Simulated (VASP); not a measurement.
Given:

```xyz
3
Lattice="0.0000 2.5726 2.5726 2.5726 0.0000 2.5726 2.5726 2.5726 0.0000" Properties=species:S:1:pos:R:3 pbc="T T T"
Ca     0.0000     0.0000     0.0000
F      1.2863     1.2863     1.2863
F      3.8589     3.8589     3.8589
```

Computed with PBEsol GGA, VASP's PBE PAW potentials (set 64) (plane waves; VASP 6.6.1). Run with 620 eV cut-off, 7×7×7 Γ-centred mesh, Gaussian smearing of 0.050 eV, potentials Ca_sv F.

Task: Predict the energy per atom (σ→0), pressure.

Result: 
The energy per atom (σ→0) is -5.857 eV/atom and the pressure is 20.02 GPa.

The compound is CaF2 in the fluorite structure. It was relaxed first under an external pressure of 20 GPa.
